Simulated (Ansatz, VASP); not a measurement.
# Cross-check of ZnO (ZnO (P6_3mc)) between VASP and Ansatz

Aim: how closely do two programs agree when they are given the same cell, functional and k mesh? Of the first pair: The cell is taken from a series of runs on this material, whose earlier steps may have relaxed, scaled, displaced or heated it; both programs get it as it stands.

Main program and level: Ansatz 0.2.0; plane waves, with VASP 6.6.1 beside it; single point at r2SCAN.

**1. The structure**

Symmetry: P6_3mc, No. 186, hexagonal system. Conventional cell: a = 3.235 Å, b = 3.235 Å, c = 5.212 Å, α = 90.00°, β = 90.00°, γ = 120.00°. Zn has 4 O at 1.97 to 1.98 Å nearest. Nearest to O lie 4 Zn at 1.97 to 1.98 Å. Farther neighbours and most contacts between anions are not listed.

**2. Ansatz: single point, r2SCAN, pair 1**

Ansatz runs on its PAW soft_1 files.

A single point gives forces, pressure and levels at one fixed geometry, so differences don't come from the geometry; what else differs is listed under the comparison.

Input file input.yaml:

```yaml
crystal:
  lattice:
    - [3.234895359801, 0.0, 0.0]
    - [-1.617447679901, 2.801501560172, 0.0]
    - [0.0, 0.0, 5.21220825]
  atoms:
    - { symbol: Zn, position: [0.6666666666667, 0.3333333333333, 0.50041751] }
    - { symbol: Zn, position: [0.3333333333333, 0.6666666666667, 0.00041751] }
    - { symbol: O, position: [0.6666666666667, 0.3333333333333, 0.87989249] }
    - { symbol: O, position: [0.3333333333333, 0.6666666666667, 0.37989249] }
basis:
  ecutwfc: 500.0
  ecutrho_ratio: 4
  xc_grid: 2
  fft_grid_basis: typed
  precision: f64
kpoints:
  mp_grid: { grid: [6, 6, 4], shift: [0.5, 0.5, 0.5] }
  band_path: { path: [VBM, CBM], npoints: 1 }
hamiltonian:
  xc: r2scan
  pseudopotentials:
    kind: paw
    azcp: { folder: soft_1, O: "soft_1/O.paw.azcp", Zn: "soft_1/Zn.paw.azcp" }
scf:
  max_iter: 100
  self_checks: high
  occupations: { method: fermi_dirac, width: 0.01 }
output:
  forces: true
checkpoint:
  write: "../host.point.run"
  compress: false
  write_wavefunctions: true
  write_every: 100000
```

Started as:

```bash
ansatz run input.yaml --threads 32 --pin off --max-ram 56524MiB --backend cuda --events-out ev --progress --plain --runs-dir out --max-vram 78GiB
```

What it wrote:

```text
Warning: crystal.symmetry: narrowed to the stabiliser of the k-point mesh — unitary ops 12 → 4; excluded 8 operations that carry a point of the 6×6×4 mesh (shift [0.5, 0.5, 0.5]) off the mesh (the run [...]
Engine: ansatz 0.2.0, aarch64-unknown-linux-gnu
[...]
Pseudopotential: Zn, paw, valence charge 12, recommended cutoff 500 eV (meta_gga), soft_1/Zn.paw.azcp
Pseudopotential: O, paw, valence charge 6, recommended cutoff 500 eV (meta_gga), soft_1/O.paw.azcp
Functional definition: r2SCAN
[...]
Crystal: 4 atoms, lattice volume = 47.236 Å³
Basis set: ecut = 500 eV, 1165 PW (Γ), exchange–correlation on 48×48×80 points (8 copies of the dense FFT grid, shifted against one another)
Bands: 22, of which v1, the nominal top of the filled ones, is band 18 counted from 1 (17 counted from 0)
[...]
k-points: 24 of 144 (time reversal used)
[...]
Functional: x = r2scan, c = r2scan; τ floored in thin density (d = 2e-4 eV/Å³)
[...]
SCF iter   2: F=—  HF=-7789.894459 eV  |F-HF|=—  |Δ(HF+E_count)|=   9.60e-1  Δρ=3.02e-2  dr2=3.59e-1  dr2_τ=1.72e-2  ethr=3.10e-3  ⟨swp⟩=3.0  Hψ=1292  notcnv=0
[...]
SCF iter   8: F=—  HF=-7789.865413 eV  |F-HF|=—  |Δ(HF+E_count)|=   4.27e-6  Δρ=4.97e-5  dr2=9.47e-7  dr2_τ=1.61e-8  ethr=1.04e-7  ⟨swp⟩=2.0  Hψ=921  notcnv=0
SCF iter   9: F=-7789.865414 eV  HF=-7789.865414 eV  |F-HF|=3.75e-9  |Δ(HF+E_count)|=   2.03e-7  Δρ=6.85e-6  dr2=1.79e-8  dr2_τ=8.31e-10  ethr=2.78e-10  ⟨swp⟩=3.5  Hψ=2690  notcnv=0
SCF 1 converged in 9 iterations: F = -7789.865414 eV  dr2 = 1.79e-8
[...]
SCF converged after 9 iterations
Free energy (F): -7789.865414 eV
[...]
Fermi energy:    7.880918 eV
--- Per-component energies (eV) ---
[...]
--- Forces (eV/Å), atoms counted from 1 ---
[...]
--- Band table (eV; the first three rows and the last of 24) ---
[...]
```

**3. VASP: single point, r2SCAN, pair 1**

The same cell, functional, mesh and smearing now go to VASP, with its own data sets.

Lines of VASP's logs that name or quote its potential files are left out, and so is its time.

Input file INCAR:

```
SYSTEM = ZnO
PREC = Accurate
ENCUT = 580
EDIFF = 1E-06
NELM = 120
ISMEAR = -1
SIGMA = 0.01
LREAL = .FALSE.
ALGO = Normal
METAGGA = R2SCAN
LASPH = .TRUE.
NBANDS = 24
LORBIT = 11
LWAVE = .FALSE.
LCHARG = .FALSE.
ISIF = 2
ISYM = 2
GGA_COMPAT = .FALSE.
EFERMI = MIDGAP
LMIXTAU = .TRUE.
KPAR = 8
```

Input file POSCAR:

```
ZnO
1.0
    3.2348953598      0.0000000000      0.0000000000
   -1.6174476799      2.8015015602      0.0000000000
    0.0000000000      0.0000000000      5.2122082500
Zn O
2 2
Direct
    0.6666666666      0.3333333332      0.5004175100
    0.3333333332      0.6666666666      0.0004175100
    0.6666666666      0.3333333332      0.8798924900
    0.3333333332      0.6666666666      0.3798924900
```

Input file KPOINTS:

```
Points of the shifted mesh
144
Reciprocal
 0.0833333333  0.0833333333  0.1250000000 1
 0.0833333333  0.0833333333  0.3750000000 1
 0.0833333333  0.0833333333  0.6250000000 1
 0.0833333333  0.0833333333  0.8750000000 1
 0.0833333333  0.2500000000  0.1250000000 1
 0.0833333333  0.2500000000  0.3750000000 1
 0.0833333333  0.2500000000  0.6250000000 1
 0.0833333333  0.2500000000  0.8750000000 1
 0.0833333333  0.4166666667  0.1250000000 1
 0.0833333333  0.4166666667  0.3750000000 1
 0.0833333333  0.4166666667  0.6250000000 1
 0.0833333333  0.4166666667  0.8750000000 1
 0.0833333333  0.5833333333  0.1250000000 1
 0.0833333333  0.5833333333  0.3750000000 1
 0.0833333333  0.5833333333  0.6250000000 1
 0.0833333333  0.5833333333  0.8750000000 1
 0.0833333333  0.7500000000  0.1250000000 1
 0.0833333333  0.7500000000  0.3750000000 1
 0.0833333333  0.7500000000  0.6250000000 1
 0.0833333333  0.7500000000  0.8750000000 1
 0.0833333333  0.9166666667  0.1250000000 1
 0.0833333333  0.9166666667  0.3750000000 1
 0.0833333333  0.9166666667  0.6250000000 1
 0.0833333333  0.9166666667  0.8750000000 1
 0.2500000000  0.0833333333  0.1250000000 1
 0.2500000000  0.0833333333  0.3750000000 1
 0.2500000000  0.0833333333  0.6250000000 1
 0.2500000000  0.0833333333  0.8750000000 1
 0.2500000000  0.2500000000  0.1250000000 1
 0.2500000000  0.2500000000  0.3750000000 1
 0.2500000000  0.2500000000  0.6250000000 1
 0.2500000000  0.2500000000  0.8750000000 1
 0.2500000000  0.4166666667  0.1250000000 1
 0.2500000000  0.4166666667  0.3750000000 1
 0.2500000000  0.4166666667  0.6250000000 1
 0.2500000000  0.4166666667  0.8750000000 1
 0.2500000000  0.5833333333  0.1250000000 1
 0.2500000000  0.5833333333  0.3750000000 1
 0.2500000000  0.5833333333  0.6250000000 1
 0.2500000000  0.5833333333  0.8750000000 1
 0.2500000000  0.7500000000  0.1250000000 1
 0.2500000000  0.7500000000  0.3750000000 1
 0.2500000000  0.7500000000  0.6250000000 1
 0.2500000000  0.7500000000  0.8750000000 1
 0.2500000000  0.9166666667  0.1250000000 1
 0.2500000000  0.9166666667  0.3750000000 1
 0.2500000000  0.9166666667  0.6250000000 1
 0.2500000000  0.9166666667  0.8750000000 1
 0.4166666667  0.0833333333  0.1250000000 1
 0.4166666667  0.0833333333  0.3750000000 1
 0.4166666667  0.0833333333  0.6250000000 1
 0.4166666667  0.0833333333  0.8750000000 1
 0.4166666667  0.2500000000  0.1250000000 1
 0.4166666667  0.2500000000  0.3750000000 1
 0.4166666667  0.2500000000  0.6250000000 1
 0.4166666667  0.2500000000  0.8750000000 1
 0.4166666667  0.4166666667  0.1250000000 1
 0.4166666667  0.4166666667  0.3750000000 1
 0.4166666667  0.4166666667  0.6250000000 1
 0.4166666667  0.4166666667  0.8750000000 1
 0.4166666667  0.5833333333  0.1250000000 1
 0.4166666667  0.5833333333  0.3750000000 1
 0.4166666667  0.5833333333  0.6250000000 1
 0.4166666667  0.5833333333  0.8750000000 1
 0.4166666667  0.7500000000  0.1250000000 1
 0.4166666667  0.7500000000  0.3750000000 1
 0.4166666667  0.7500000000  0.6250000000 1
 0.4166666667  0.7500000000  0.8750000000 1
 0.4166666667  0.9166666667  0.1250000000 1
 0.4166666667  0.9166666667  0.3750000000 1
 0.4166666667  0.9166666667  0.6250000000 1
 0.4166666667  0.9166666667  0.8750000000 1
 0.5833333333  0.0833333333  0.1250000000 1
 0.5833333333  0.0833333333  0.3750000000 1
 0.5833333333  0.0833333333  0.6250000000 1
 0.5833333333  0.0833333333  0.8750000000 1
 0.5833333333  0.2500000000  0.1250000000 1
 0.5833333333  0.2500000000  0.3750000000 1
 0.5833333333  0.2500000000  0.6250000000 1
 0.5833333333  0.2500000000  0.8750000000 1
 0.5833333333  0.4166666667  0.1250000000 1
 0.5833333333  0.4166666667  0.3750000000 1
 0.5833333333  0.4166666667  0.6250000000 1
 0.5833333333  0.4166666667  0.8750000000 1
 0.5833333333  0.5833333333  0.1250000000 1
 0.5833333333  0.5833333333  0.3750000000 1
 0.5833333333  0.5833333333  0.6250000000 1
 0.5833333333  0.5833333333  0.8750000000 1
 0.5833333333  0.7500000000  0.1250000000 1
 0.5833333333  0.7500000000  0.3750000000 1
 0.5833333333  0.7500000000  0.6250000000 1
 0.5833333333  0.7500000000  0.8750000000 1
 0.5833333333  0.9166666667  0.1250000000 1
 0.5833333333  0.9166666667  0.3750000000 1
 0.5833333333  0.9166666667  0.6250000000 1
 0.5833333333  0.9166666667  0.8750000000 1
 0.7500000000  0.0833333333  0.1250000000 1
 0.7500000000  0.0833333333  0.3750000000 1
 0.7500000000  0.0833333333  0.6250000000 1
 0.7500000000  0.0833333333  0.8750000000 1
 0.7500000000  0.2500000000  0.1250000000 1
 0.7500000000  0.2500000000  0.3750000000 1
 0.7500000000  0.2500000000  0.6250000000 1
 0.7500000000  0.2500000000  0.8750000000 1
 0.7500000000  0.4166666667  0.1250000000 1
 0.7500000000  0.4166666667  0.3750000000 1
 0.7500000000  0.4166666667  0.6250000000 1
 0.7500000000  0.4166666667  0.8750000000 1
 0.7500000000  0.5833333333  0.1250000000 1
 0.7500000000  0.5833333333  0.3750000000 1
 0.7500000000  0.5833333333  0.6250000000 1
 0.7500000000  0.5833333333  0.8750000000 1
 0.7500000000  0.7500000000  0.1250000000 1
 0.7500000000  0.7500000000  0.3750000000 1
 0.7500000000  0.7500000000  0.6250000000 1
 0.7500000000  0.7500000000  0.8750000000 1
 0.7500000000  0.9166666667  0.1250000000 1
 0.7500000000  0.9166666667  0.3750000000 1
 0.7500000000  0.9166666667  0.6250000000 1
 0.7500000000  0.9166666667  0.8750000000 1
 0.9166666667  0.0833333333  0.1250000000 1
 0.9166666667  0.0833333333  0.3750000000 1
 0.9166666667  0.0833333333  0.6250000000 1
 0.9166666667  0.0833333333  0.8750000000 1
 0.9166666667  0.2500000000  0.1250000000 1
 0.9166666667  0.2500000000  0.3750000000 1
 0.9166666667  0.2500000000  0.6250000000 1
 0.9166666667  0.2500000000  0.8750000000 1
 0.9166666667  0.4166666667  0.1250000000 1
 0.9166666667  0.4166666667  0.3750000000 1
 0.9166666667  0.4166666667  0.6250000000 1
 0.9166666667  0.4166666667  0.8750000000 1
 0.9166666667  0.5833333333  0.1250000000 1
 0.9166666667  0.5833333333  0.3750000000 1
 0.9166666667  0.5833333333  0.6250000000 1
 0.9166666667  0.5833333333  0.8750000000 1
 0.9166666667  0.7500000000  0.1250000000 1
 0.9166666667  0.7500000000  0.3750000000 1
 0.9166666667  0.7500000000  0.6250000000 1
 0.9166666667  0.7500000000  0.8750000000 1
 0.9166666667  0.9166666667  0.1250000000 1
 0.9166666667  0.9166666667  0.3750000000 1
 0.9166666667  0.9166666667  0.6250000000 1
 0.9166666667  0.9166666667  0.8750000000 1
```

PAW data sets: Zn and O (PBE family, release 64).

Started as:

```bash
mpirun -np 8 vasp_std
```

What it wrote:

```text
[banner, memory and clock lines left out]
running    8 mpi-ranks, on    1 nodes
 distrk:  each k-point on    1 cores,    8 groups
 distr:  one band on    1 cores,    1 groups

 POSCAR found type information on POSCAR ZnO
 POSCAR found :  2 types and       4 ions
|                                                                             |
|           W    W    AA    RRRRR   N    N  II  N    N   GGGG   !!!           |
|           W    W   A  A   R    R  NN   N  II  NN   N  G    G  !!!           |
|           W    W  A    A  R    R  N N  N  II  N N  N  G       !!!           |
|           W WW W  AAAAAA  RRRRR   N  N N  II  N  N N  G  GGG   !            |
|           WW  WW  A    A  R   R   N   NN  II  N   NN  G    G                |
|           W    W  A    A  R    R  N    N  II  N    N   GGGG   !!!           |
|                                                                             |
|     For optimal performance we recommend to set                             |
|       NCORE = 2 up to number-of-cores-per-socket                            |
|     NCORE specifies how many cores store one orbital (NPAR=cpu/NCORE).      |
|     This setting can greatly improve the performance of VASP for DFT.       |
|     The default, NCORE=1 might be grossly inefficient on modern             |
|     multi-core architectures or massively parallel machines. Do your        |
|     Unfortunately you need to use the default for GW and RPA                |
|     calculations (for HF NCORE is supported but not extensively tested      |
|     yet).                                                                   |
|                                                                             |

|                                                                             |
|               ----> ADVICE to this user running VASP <----                  |
|                                                                             |
|     You enforced a specific xc type in the INCAR file but a different       |
|     [... a line on the potential file left out ...]
|     I HOPE YOU KNOW WHAT YOU ARE DOING!                                     |
|                                                                             |

 LDA part: xc-table for (None), standard interpolation
 POSCAR, INCAR and KPOINTS ok, starting setup
 FFT: planning ... GRIDC
 FFT: planning ... GRID_SOFT
 FFT: planning ... GRID
 WAVECAR not read
 entering main loop
       N       E                     dE             d eps       ncg     rms          rms(c)
DAV:   1     0.279966304882E+03    0.27997E+03   -0.20355E+04  6960   0.241E+03
DAV:   2    -0.161906519169E+02   -0.29616E+03   -0.28142E+03  7488   0.458E+02
DAV:   3    -0.461117399025E+02   -0.29921E+02   -0.29687E+02  7976   0.150E+02
DAV:   4    -0.465898666512E+02   -0.47813E+00   -0.47784E+00  7864   0.200E+01
DAV:   5    -0.465925490883E+02   -0.26824E-02   -0.26824E-02  8024   0.143E+00    0.145E+01
DAV:   6    -0.378320999964E+02    0.87604E+01   -0.56548E+00  9960   0.674E+01    0.101E+01
DAV:   7    -0.357525357938E+02    0.20796E+01   -0.34602E+00  6912   0.163E+01    0.517E+00
DAV:   8    -0.390768156987E+02   -0.33243E+01   -0.83363E-01  8184   0.224E+01    0.127E+00
DAV:   9    -0.356839857938E+02    0.33928E+01   -0.81885E-01  7616   0.192E+01    0.120E+00
DAV:  10    -0.362887369302E+02   -0.60475E+00   -0.32906E-01  6912   0.590E+00    0.257E-01
DAV:  11    -0.362897700220E+02   -0.10331E-02   -0.12619E-02  8840   0.109E+00    0.450E-01
DAV:  12    -0.363000905745E+02   -0.10321E-01   -0.74373E-04  8128   0.884E-01    0.289E-01
DAV:  13    -0.363022009400E+02   -0.21104E-02   -0.42484E-04  8368   0.654E-01    0.431E-01
DAV:  14    -0.363082832079E+02   -0.60823E-02   -0.13679E-03  8832   0.112E+00    0.824E-01
[...]
DAV:  19    -0.363202983442E+02    0.11648E-03   -0.24232E-03  8848   0.508E-01    0.185E-01
DAV:  20    -0.363201610527E+02    0.13729E-03   -0.76404E-05  7176   0.747E-02    0.166E-01
DAV:  21    -0.363205102439E+02   -0.34919E-03   -0.62699E-05  7104   0.963E-02    0.955E-02
DAV:  22    -0.363206180794E+02   -0.10784E-03   -0.44525E-05  7744   0.885E-02    0.194E-02
DAV:  23    -0.363206298888E+02   -0.11809E-04   -0.33943E-05  9512   0.667E-02    0.205E-02
DAV:  24    -0.363206388169E+02   -0.89281E-05   -0.60900E-06  7176   0.619E-02    0.344E-03
DAV:  25    -0.363206401653E+02   -0.13484E-05   -0.37399E-07  4024   0.144E-02    0.329E-03
DAV:  26    -0.363206395051E+02    0.66020E-06   -0.47351E-07  4688   0.117E-02
   1 F= -.36320640E+02 E0= -.36320640E+02  d E =0.000000E+00
```

From OUTCAR (step 3):

```text
ion  position               nearest neighbor table
   1  0.667  0.333  0.500-   4 1.97   4 1.97   4 1.97   3 1.98
   2  0.333  0.667  0.000-   3 1.97   3 1.97   3 1.97   4 1.98
   3  0.667  0.333  0.880-   2 1.97   2 1.97   2 1.97   1 1.98
   4  0.333  0.667  0.380-   1 1.97   1 1.97   1 1.97   2 1.98

  LATTYP: Found a hexagonal cell.
 ALAT       =     3.2348953598
 C/A-ratio  =     1.6112447762

 Subroutine GETGRP returns: Found 12 space group operations
 (whereof  6 operations were pure point group operations)

The static configuration has the point symmetry C_3v.
 The point group associated with its full space group is C_6v.

   k-points           NKPTS =    144   k-points in BZ     NKDIM =    144   number of bands    NBANDS=     24

   dimension x,y,z NGX =    28 NGY =   28 NGZ =   42
   dimension x,y,z NGXF=    56 NGYF=   56 NGZF=   84

   ENCUT  =  580.0 eV  42.63 Ry    6.53 a.u.   6.35  6.35 10.24*2*pi/ulx,y,z

   NELECT =      36.0000    total number of electrons

 k-points in reciprocal lattice and weights: Points of the shifted mesh
   0.08333333  0.08333333  0.12500000       0.007
   0.08333333  0.08333333  0.37500000       0.007
   0.08333333  0.08333333  0.62500000       0.007
   0.08333333  0.08333333  0.87500000       0.007
   0.08333333  0.25000000  0.12500000       0.007
   0.08333333  0.25000000  0.37500000       0.007
   0.08333333  0.25000000  0.62500000       0.007
   0.08333333  0.25000000  0.87500000       0.007
   0.08333333  0.41666667  0.12500000       0.007
[...]
0.91666667  0.91666667  0.62500000       0.007
   0.91666667  0.91666667  0.87500000       0.007

 average (electrostatic) potential at core
       1 -41.2722       2 -41.2722       3 -76.8400       4 -76.8400

 E-fermi :   1.8814

 k-point     1 :       0.0833    0.0833    0.1250
  band No.  band energies     occupation
    ...
     14      -0.5129      2.00000
     15      -0.2965      2.00000
     16       0.0024      2.00000
     17       0.6406      2.00000
     18       0.7131      2.00000
     19       3.5267      0.00000
     20       7.4160      0.00000
     21       9.8733      0.00000
     22      12.9055      0.00000
     23      14.4123      0.00000
    ...

 k-point     2 :       0.0833    0.0833    0.3750
  band No.  band energies     occupation
    ...
     14      -0.8655      2.00000
     15      -0.2129      2.00000
     16       0.0968      2.00000
     17       0.2860      2.00000
     18       0.4621      2.00000
     19       4.6940      0.00000
     20       6.2156      0.00000
     21      10.8727      0.00000
     22      12.5128      0.00000
     23      13.6543      0.00000
    ...

 k-point     3 :       0.0833    0.0833    0.6250
  band No.  band energies     occupation
    ...
     14      -0.8655      2.00000
     15      -0.2129      2.00000
     16       0.0968      2.00000
     17       0.2860      2.00000
     18       0.4621      2.00000
     19       4.6940      0.00000
     20       6.2156      0.00000
     21      10.8727      0.00000
     22      12.5128      0.00000
     23      13.6543      0.00000
    ...

  Total        0.2355440      0.2355440      0.2343979      0.0000000      0.0000000      0.0000000
  in kB        7.9893193      7.9893193      7.9504433      0.0000000      0.0000000      0.0000000
  external PRESSURE =       7.9763607 kB  Pullay stress =       0.0000000 kB

  energy-cutoff  :      580.00
  volume of cell :       47.24
      direct lattice vectors                 reciprocal lattice vectors
     3.234895360  0.000000000  0.000000000     0.309129010  0.178475717  0.000000000
    -1.617447680  2.801501560  0.000000000     0.000000000  0.356951434  0.000000000
     0.000000000  0.000000000  5.212208250     0.000000000  0.000000000  0.191857261

 POSITION                                       TOTAL-FORCE (eV/Angst)
 -----------------------------------------------------------------------------------
      1.61745      0.93383      2.60828         0.000000     -0.000000      0.007567
     -0.00000      1.86767      0.00218        -0.000000      0.000000      0.007567
      1.61745      0.93383      4.58618         0.000000      0.000000     -0.007567
     -0.00000      1.86767      1.98008         0.000000     -0.000000     -0.007567
 -----------------------------------------------------------------------------------
    total drift:                                0.000000      0.000001      0.058870

  FREE ENERGIE OF THE ION-ELECTRON SYSTEM (eV)
  ---------------------------------------------------
  free  energy   TOTEN  =       -36.3206395051 eV

  energy  without entropy=      -36.3206395051  energy(sigma->0) =      -36.32063951

 total charge
# of ion       s       p       d       tot
------------------------------------------
    1        0.438   0.487   9.924  10.849
    2        0.438   0.487   9.924  10.849
    3        1.550   3.491   0.000   5.041
    4        1.550   3.491   0.000   5.041
--------------------------------------------------
tot          3.976   7.956  19.848  31.780

[... 3 further parts left out ...]
```

The run ends at a pressure of 0.80 GPa, with forces up to 0.0076 eV/Å.

**4. Differences**

Known differences besides the potentials themselves: VASP keeps PBE cores, Ansatz makes them for the functional; the cutoff is 500 eV in Ansatz and 580 eV in VASP. Total energies have different zeros and are not compared.

The two programs side by side:

```tsv
quantity	Ansatz	VASP	difference
gap on the k mesh (eV)	2.093	2.095	-0.002
```

At this near-relaxed geometry the largest component of a force difference is 12 meV/Å. A gap on the mesh is an upper bound, since the band edges may lie between its points.

[end of part 1 of 2]

[Lines on the potential files, build, host, timing and source positions are cut from VASP's logs without a mark.]

[Logs are printed without paths, hosts, clocks, repeated set-up lines and the standing remarks that a program may print on its own settings, such as how far it seeks lower states.]

[Hosts, paths, dates, database ids (printed as entryN), source tags and the programs' standing remarks are cut or masked in the printed files.]
